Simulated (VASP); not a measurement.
All values below come from PBEsol GGA, VASP's PBE PAW potentials (set 64) (plane waves; VASP).

A VASP calculation is set up with these files.

**POSCAR**
```
ZrB
1
    0.0000000000     2.4328420865     2.4328420865
    2.4328420865    -0.0000000000     2.4328420865
    2.4328420865     2.4328420865    -0.0000000000
Zr B
1 1
Direct
  1.0000000000   1.0000000000   1.0000000000
  0.5000000000   0.5000000000   0.5000000000
```

**INCAR**
```
SYSTEM = ZrB
PREC = Accurate
ENCUT = 520
EDIFF = 1E-7
NELM = 100
ALGO = Normal
LREAL = .FALSE.
LASPH = .TRUE.
ISMEAR = 0
SIGMA = 0.05
GGA = PS
LMAXMIX = 4
LWAVE = .FALSE.
LCHARG = .FALSE.
LORBIT = 11
ICHARG = 11
```

KPOINTS:
```
k-points along high-symmetry lines
15
Line-mode
Reciprocal
  0.000000   0.000000   0.000000 ! GAMMA
  0.500000   0.000000   0.500000 ! X

  0.500000   0.000000   0.500000 ! X
  0.625000   0.250000   0.625000 ! U

  0.375000   0.375000   0.750000 ! K
  0.000000   0.000000   0.000000 ! GAMMA

  0.000000   0.000000   0.000000 ! GAMMA
  0.500000   0.500000   0.500000 ! L

  0.500000   0.500000   0.500000 ! L
  0.500000   0.250000   0.750000 ! W

  0.500000   0.250000   0.750000 ! W
  0.500000   0.000000   0.500000 ! X
```

POTCAR, in this order: Zr_sv B (PBE.64 set). Program: vasp_std. Read from the step before: CHGCAR.

The resulting files:

**OUTCAR**
```
 ion  position               nearest neighbor table
   1  0.000  0.000  0.000-   2 2.43   2 2.43   2 2.43   2 2.43   2 2.43   2 2.43
   2  0.500  0.500  0.500-   1 2.43   1 2.43   1 2.43   1 2.43   1 2.43   1 2.43
  LATTYP: Found a face centered cubic cell.
 ALAT       =     4.8656841730
 Subroutine PRICEL returns:
 Original cell was already a primitive cell.
 Subroutine GETGRP returns: Found 48 space group operations
The static configuration has the point symmetry O_h .
The dynamic configuration has the point symmetry O_h .
 Subroutine INISYM returns: Found 48 space group operations
   k-points           NKPTS =     90   k-points in BZ     NKDIM =     90   number of bands    NBANDS=     11
   number of dos      NEDOS =    301   number of ions     NIONS =      2
   total plane-waves  NPLWV =  21952
   dimension x,y,z NGX =    28 NGY =   28 NGZ =   28
   dimension x,y,z NGXF=    56 NGYF=   56 NGZF=   56
   ions per type =               1   1
   PREC   = accura    normal or accurate (medium, high low for compatibility)
   ISTART =      0    job   : 0-new  1-cont  2-samecut
   ICHARG =     11    charge: 1-file 2-atom 10-const
   ISPIN  =      1    spin polarized calculation?
   LNONCOLLINEAR =      F non collinear calculations
   LSORBIT =      F    spin-orbit coupling
   INIWAV =      1    electr: 0-lowe 1-rand  2-diag
   ENCUT  =  520.0 eV  38.22 Ry    6.18 a.u.   6.40  6.40  6.40*2*pi/ulx,y,z
   NELM   =    100;   NELMIN=  2; NELMDL= -5     # of ELM steps
   EDIFF  = 0.1E-06   stopping-criterion for ELM
   LREAL  =      F    real-space projection
   NLSPLINE    = F    spline interpolate recip. space projectors
   LMAXMIX     =    4 max onsite mixed and CHGCAR
   VOSKOWN=      0    Vosko Wilk Nusair interpolation
   EDIFFG = 0.1E-05   stopping-criterion for IOM
   NSW    =      0    number of steps for IOM
   NBLOCK =      1;   KBLOCK =      1    inner block; outer block
   IBRION =     -1    ionic relax: 0-MD 1-quasi-New 2-CG
   NFREE  =      0    steps in history (QN), initial steepest desc. (CG)
   ISIF   =      2    stress and relaxation
   ISYM   =      2    0-nonsym 1-usesym 2-fastsym
   TEIN   =    0.0    initial temperature
   TEBEG  =    0.0;   TEEND  =   0.0 temperature during run
...
```

OSZICAR:
```
       N       E                     dE             d eps       ncg     rms          rms(c)
DAV:   1     0.101645612234E+03    0.10165E+03   -0.81401E+03  1988   0.130E+03
DAV:   2    -0.106110018018E+02   -0.11226E+03   -0.10802E+03  2243   0.331E+02
DAV:   3    -0.153024228000E+02   -0.46914E+01   -0.45448E+01  3146   0.576E+01
DAV:   4    -0.154432948959E+02   -0.14087E+00   -0.14019E+00  2519   0.898E+00
DAV:   5    -0.154471495769E+02   -0.38547E-02   -0.38515E-02  2910   0.120E+00
DAV:   6    -0.154472030258E+02   -0.53449E-04   -0.53443E-04  2549   0.132E-01
DAV:   7    -0.154472039102E+02   -0.88432E-06   -0.88459E-06  2928   0.129E-02
DAV:   8    -0.154472039174E+02   -0.72102E-08   -0.80323E-08  1790   0.129E-03
   1 F= -.15447204E+02 E0= -.15445700E+02  d E =-.300766E-02
```

File OUTCAR:
```
 val. band max:        8.9025401257   @ k =   0.2500   0.0000   0.2500

 cond. band min:       8.9258073704   @ k =   0.0714   0.0714   0.0714



 k-point     1 :       0.0000    0.0000    0.0000
  band No.  band energies     occupation
      1     -39.6918      2.00000
      2     -17.5395      2.00000
      3     -17.5395      2.00000
      4     -17.5395      2.00000
      5      -0.5082      2.00000
      6       9.3081      0.00000
      7       9.3081      0.00000
      8       9.3081      0.00000
      9      10.7842      0.00000
     10      10.7849      0.00000
     11      11.0801      0.00000

 k-point     2 :       0.0357    0.0000    0.0357
  band No.  band energies     occupation
      1     -39.6907      2.00000
      2     -17.5469      2.00000
      3     -17.5422      2.00000
      4     -17.5422      2.00000
      5      -0.4687      2.00000
      6       9.2580      0.00000
      7       9.2614      0.00000
      8       9.2614      0.00000
      9      10.0199      0.00000
     10      10.7999      0.00000
     11      11.1792      0.00000

 k-point     3 :       0.0714    0.0000    0.0714
  band No.  band energies     occupation
      1     -39.6875      2.00000
      2     -17.5686      2.00000
      3     -17.5500      2.00000
      4     -17.5500      2.00000
      5      -0.3521      2.00000
      6       9.1155      0.00000
      7       9.1516      0.00000
      8       9.1516      0.00000
      9       9.1619      0.00000
     10      10.8457      0.00000
     11      11.4433      0.00000

 k-point     4 :       0.1071    0.0000    0.1071
  band No.  band energies     occupation
      1     -39.6824      2.00000
      2     -17.6031      2.00000
      3     -17.5627      2.00000
      4     -17.5627      2.00000
      5      -0.1642      2.00000
      6       8.3557      2.00000
      7       8.8998      1.45755
      8       9.0306      0.00201
      9       9.0306      0.00201
     10      10.9210      0.00000
...
```

The density is held fixed in this step, so its total energy and stress have no physical meaning.

The structure was generated: ZrB was put into the rock salt type (Fm-3m), which need not be its known phase. It was relaxed first, which changed the volume by -34 %. The electron count is odd and the run is not spin-polarised, which forces a metal.
